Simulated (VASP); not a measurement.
Here is the system:

```
As
1.0
    3.58870    -1.91718     0.00000
    3.58870     1.91718     0.00000
    2.65228     0.00000     3.17861
As
2
Direct
  0.22700   0.22700   0.22700
  0.77767   0.77767   0.77300
```

All values below come from PBE GGA, VASP's PBE PAW potentials (set 64) (plane waves; VASP). Numerical set-up: 400 eV cut-off, 3×3×3 Γ-centred mesh, first-order Methfessel-Paxton smearing of 0.10 eV, potentials As.

### Question
Which forces act on the atoms, in eV/Å?

### Answer

```json
[
 {"atom": "As1", "Fx": "0.231", "Fy": "0.000", "Fz": "-0.226"},
 {"atom": "As2", "Fx": "-0.231", "Fy": "0.000", "Fz": "0.226"}
]
```

### Question
Give the stress tensor in GPa (positive for a compressed cell).

### Answer

```
 2.31   0.00  -3.43
 0.00   2.24   0.00
-3.43   0.00   3.29
```
The pressure is its mean diagonal, 2.61 GPa.

The compound is As in the a7 structure. The cell was not relaxed at this level. The k-mesh is coarse (spacing up to 0.67 per Å, 2π included), so the numbers may not be converged in it. The run is one of a series of settings (KPOINTS 3×3×3 Γ-centred mesh against the base run), some of them coarse on purpose.
